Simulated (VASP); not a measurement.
Here is the system:

```
AlN
1.0
    0.00000     2.20055     2.20055
    2.20055     0.00000     2.20055
    2.20055     2.20055     0.00000
Al N
1 1
Direct
  0.00000   0.00000   0.00000
  0.25000   0.25000   0.25000
```

All values below come from PBE GGA, VASP's PBE PAW potentials (set 64) (plane waves; VASP 6.6.1). Run with 520 eV cut-off, 13×13×13 Γ-centred mesh, Gaussian smearing of 0.010 eV, potentials Al N.

Predict the energy per atom (σ→0).

| Quantity | Result |
|---|---|
| energy per atom (σ→0) | -7.424 eV/atom |

Only differences to runs with the same potentials and settings are physical.

The compound is AlN in the zinc blende structure, a metastable form; wurtzite is the usual one. It was relaxed first.
